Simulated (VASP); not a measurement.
An input for Ansatz (written as the equivalent of a VASP run, and not itself run):

Ansatz 0.2 input:
```yaml
crystal:
  lattice:
    - [4.1063578, 0.0000000, 0.0000000]
    - [0.0000000, 4.1063578, 0.0000000]
    - [0.0000000, 0.0000000, 4.1063578]
  atoms:
    - { symbol: Sc, position: [0.0000000, 0.0000000, 0.0000000] }
    - { symbol: Al, position: [0.0000000, 0.5000000, 0.5000000] }
    - { symbol: Al, position: [0.5000000, 0.0000000, 0.5000000] }
    - { symbol: Al, position: [0.5000000, 0.5000000, 0.0000000] }
kpoints:
  mp_grid: { grid: [8, 8, 8] }
hamiltonian:
  xc: pbe
  pseudopotentials: { kind: paw }
scf:
  occupations: { method: methfessel_paxton, width: 0.1 }
  max_iter: 100
output: { forces: true, stress: true, eigenvalues: true }
```

Q: Translate this input to VASP (INCAR, KPOINTS, POSCAR, choice of POTCAR).

A: This is not unique; one that fits is 
File KPOINTS:
```
K-points
0
Gamma
  8 8 8
```

**INCAR**
```
# general
SYSTEM  = Al3Sc
PREC    = Accurate
ENCUT   = 480
LREAL   = .FALSE.
LASPH   = .TRUE.

# electronic loop
EDIFF   = 1E-7
NELM    = 100
ALGO    = Normal
LMAXMIX = 4

# smearing
ISMEAR  = 1
SIGMA   = 0.1

# functional
GGA     = PE

# ions
ISIF    = 2

# output
LWAVE   = .FALSE.
LCHARG  = .FALSE.
```

**POSCAR**
```
Al3Sc
8.2127160
  0.4999999727   0.0000000000   0.0000000000
  0.0000000000   0.4999999727   0.0000000000
  0.0000000000   0.0000000000   0.4999999727
Sc Al
1 3
Cart
  0.0000000000   0.0000000000   0.0000000000
  0.0000000000   0.2499999863   0.2499999863
  0.2499999863   0.0000000000   0.2499999863
  0.2499999863   0.2499999863   0.0000000000
```

POTCAR, in this order: Sc_sv Al (PBE.64 set). Program: vasp_std.

The two are equivalent in intent, not identical: each code has its own PAW files, so the cut-off isn't converted (ENCUT is set for VASP's; basis.ecutwfc is left out, and Ansatz then takes the one that its files recommend); Ansatz stops its SCF on the density residual and VASP on the energy change (EDIFF).

The compound is Al3Sc in the L1_2 structure. It was relaxed first.
